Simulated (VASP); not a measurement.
Energy against volume of PbO2 (rutile). Computed with PBEsol GGA, VASP's PBE PAW potentials (set 64) (plane waves; VASP). Numerical set-up: 520 eV cut-off, 5×5×7 Γ-centred mesh, Gaussian smearing of 0.050 eV, potentials Pb_d O.

Shape and ions are relaxed at each volume.

```
V (Å³/atom)  E (eV/atom)
-----------  -----------
13.349          -5.65293
13.775          -5.67168
14.201          -5.67803
14.627          -5.67423
```

Problem. Fit these four points and predict the energy of the run at 15.053 Å³/atom.

Solution. A cubic in V^(−2/3), the third-order Birch-Murnaghan form, passes through the four points with V0 = 14.24 Å³/atom and B0 = 125 GPa, and gives -5.6621 eV/atom there. The run gave -5.6623 eV/atom, -0.2 meV/atom from the fit; all five points give B0 = 124 GPa.

The compound is PbO2 in the rutile structure. It was relaxed first.
